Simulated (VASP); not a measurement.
Given:

```yaml
crystal:
  lattice:
    - [-0.00470, 6.17128, 6.17538]
    - [6.17128, -0.00470, 6.17538]
    - [3.08329, 3.08329, 0.00000]
  atoms:
    - { symbol: Zn, position: [0.00059, 0.00059, 0.99882] }
    - { symbol: Zn, position: [0.00172, 0.49853, 0.99975] }
    - { symbol: Zn, position: [0.49853, 0.00172, 0.99975] }
    - { symbol: Te, position: [0.12513, 0.12513, 0.24974] }
    - { symbol: Te, position: [0.11041, 0.62973, 0.25987] }
    - { symbol: Te, position: [0.62973, 0.11041, 0.25987] }
    - { symbol: Te, position: [0.63532, 0.63532, 0.22935] }
    - { symbol: Cd, position: [0.49857, 0.49857, 0.00286] }
```

All values below come from PBEsol GGA, VASP's PBE PAW potentials (set 64) (plane waves; VASP). Numerical set-up: 400 eV cut-off, 4×4×7 Γ-centred mesh, tetrahedra with Blöchl corrections, potentials Zn Te Cd.

Question: The job: CdZn$_{3}$Te$_{4}$ (ordered alloy cell), 8 atoms, PBEsol, static run, 400 eV, 4×4×7 Γ-centred mesh. Roughly how much core time does it take on a busy server core?

Answer: About 6 core-minutes (one run on a shared machine, a rough figure). It had 37 irreducible k-points, 43 bands, up to 4293 plane waves and 16 electronic steps.

The structure was generated: CdZn3Te4 was put into an ordered model structure (Amm2), which need not be its known phase. It was relaxed first.
